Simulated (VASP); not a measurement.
VASP input:

KPOINTS:
```
K-points
0
Gamma
13 13 6
```

### POSCAR
```
Cd
1
    1.4900000000    -2.5807560000     0.0000000000
    1.4900000000     2.5807560000     0.0000000000
    0.0000000000     0.0000000000     5.6200000000
Cd
2
Direct
  0.3333330000   0.6666670000   0.2500000000
  0.6666670000   0.3333330000   0.7500000000
```

### INCAR
```
SYSTEM = Cd
PREC = Accurate
ENCUT = 520
EDIFF = 1E-6
NELM = 100
ALGO = Normal
LREAL = .FALSE.
LASPH = .TRUE.
ISMEAR = 1
SIGMA = 0.1
GGA = CX
LUSE_VDW = .TRUE.
AGGAC = 0.0
LMAXMIX = 4
LWAVE = .FALSE.
LCHARG = .FALSE.
IBRION = 2
ISIF = 3
NSW = 60
EDIFFG = -0.01
```

POTCAR, in this order: Cd (PBE.64 set). Program: vasp_std.

Translate this vdW-DF-cx calculation to Quantum ESPRESSO's pw.x.

One equivalent input (not run):
```
&CONTROL
  calculation = 'vc-relax'
  pseudo_dir = './pseudo'
  outdir = './out'
  tprnfor = .true.
  tstress = .true.
  nstep = 60
  forc_conv_thr = 0.00039
/
&SYSTEM
  ibrav = 0
  nat = 2
  ntyp = 1
  ecutwfc = 102
  occupations = 'smearing'
  smearing = 'methfessel-paxton'
  degauss = 0.00735
  input_dft = 'vdw-df-cx'
/
&ELECTRONS
  conv_thr = 7.3e-08
  electron_maxstep = 100
/
&IONS
/
&CELL
/
ATOMIC_SPECIES
  Cd 112.414 Cd.upf
CELL_PARAMETERS angstrom
     1.4900000   -2.5807560    0.0000000
     1.4900000    2.5807560    0.0000000
     0.0000000    0.0000000    5.6200000
ATOMIC_POSITIONS crystal
  Cd   0.3333330  0.6666670  0.2500000
  Cd   0.6666670  0.3333330  0.7500000
K_POINTS automatic
  13 13 6 0 0 0
```
Limits of the translation: the potentials are each code's own (VASP's PAW set, PseudoDojo norm-conserving files in pw.x), so ENCUT and ecutwfc are chosen apart and not converted; conv_thr bounds pw.x's estimated SCF error, while EDIFF bounds the energy change between steps; forc_conv_thr acts on force components and is met together with etot_conv_thr.

The compound is Cd in the hcp structure. This run relaxes it. Symmetry was kept, so distortions that lower it aren't found.
